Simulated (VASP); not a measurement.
A convergence study with VASP on MgO (rock salt): one setting is varied, all else stays as given below, so the limit is that of these other settings. ε∞ is the independent-particle value.

```yaml
crystal:
  lattice:
    - [0.00000, 2.10500, 2.10500]
    - [2.10500, 0.00000, 2.10500]
    - [2.10500, 2.10500, 0.00000]
  atoms:
    - { symbol: Mg, position: [0.00000, 0.00000, 0.00000] }
    - { symbol: O, position: [0.50000, 0.50000, 0.50000] }
```

The numbers are results of LDA (Ceperley-Alder, Perdew-Zunger), VASP's LDA PAW potentials (set 64) (plane waves; VASP 6.6.1), not measurements. The tightest run used: 700 eV cut-off, 9×9×9 Γ-centred mesh, Gaussian smearing of 0.050 eV, potentials Mg O.

```json
[
 {"setting": "NBANDS = 5", "mean ε∞": "2.26", "bands": "5"},
 {"setting": "NBANDS = 6", "mean ε∞": "2.62", "bands": "6"},
 {"setting": "NBANDS = 8", "mean ε∞": "3.07", "bands": "8"}
]
```

These are the cheaper rows. Estimate the results at NBANDS = 132, and how far the last row shown lies from them.

```csv
quantity,tightest run,last row shown is off by
mean ε∞,3.26,-0.19
```

Left out are rungs that failed or repeat a setting and relaxations that didn't move; long series are thinned to 24 rows.

The compound is MgO in the rock salt structure. The cell was not relaxed at this level.
